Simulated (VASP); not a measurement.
VASP input:

File POSCAR:
```
HfO2
1.0
  0.0000000000   2.4138307555   2.4138307555
  2.4138307555   0.0000000000   2.4138307555
  2.4138307555   2.4138307555   0.0000000000
Hf O
1 2
direct
  1.0000000000   0.0000000000   0.0000000000
  0.2500000000   0.2500000000   0.2500000000
  0.7500000000   0.7500000000   0.7500000000
```

File KPOINTS:
```
K-points
0
gamma
8 8 8
0 0 0
```

INCAR:
```
SYSTEM  =  HfO2
PSTRESS  =  450
ENCUT  =  620   # plane-wave cut-off (eV)
LMIXTAU  =  .TRUE.
LREAL  =  .FALSE.   # projection in real space or not
LASPH  =  .TRUE.   # aspherical one-centre terms
ISIF  =  3
LWAVE  =  .FALSE.
SIGMA  =  0.05   # width (eV)
PREC  =  Accurate
EDIFFG  =  -0.02   # ionic stop
LCHARG  =  .FALSE.
ISMEAR  =  0
NELM  =  100
ALGO  =  Normal
METAGGA  =  R2SCAN
IBRION  =  2   # conjugate gradients
LMAXMIX  =  6   # l cut-off of mixed one-centre charges
EDIFF  =  1E-6   # SCF stop (eV)
NSW  =  40   # most ionic steps
```

POTCAR, in this order: Hf_pv O (PBE.64 set). Program: vasp_std.

### Question
Translate this r2SCAN calculation to Ansatz.

### Answer
One equivalent input (not run):
Ansatz 0.2 input:
```yaml
crystal:
  lattice:
    - [0.0000000, 2.4138308, 2.4138308]
    - [2.4138308, 0.0000000, 2.4138308]
    - [2.4138308, 2.4138308, 0.0000000]
  atoms:
    - { symbol: Hf, position: [1.0000000, 0.0000000, 0.0000000] }
    - { symbol: O, position: [0.2500000, 0.2500000, 0.2500000] }
    - { symbol: O, position: [0.7500000, 0.7500000, 0.7500000] }
kpoints:
  mp_grid: { grid: [8, 8, 8] }
hamiltonian:
  xc: r2scan
  pseudopotentials: { kind: paw }
scf:
  occupations: { method: gaussian, width: 0.05 }
  max_iter: 100
relax:
  max_steps: 40
  f_tol: 0.02
  cell: { p_target: 45 }
output: { forces: true, stress: true, eigenvalues: true }
```
The two are equivalent in intent, not identical: each code has its own PAW files, so the cut-off isn't converted (ENCUT is set for VASP's; basis.ecutwfc is left out, and Ansatz then takes the one that its files recommend); Ansatz stops its SCF on the density residual and VASP on the energy change (EDIFF).

The compound is HfO2 in the fluorite structure, the high-temperature cubic form, which is unstable at 0 K; the monoclinic form is the stable one. It was relaxed first under an external pressure of 45 GPa.
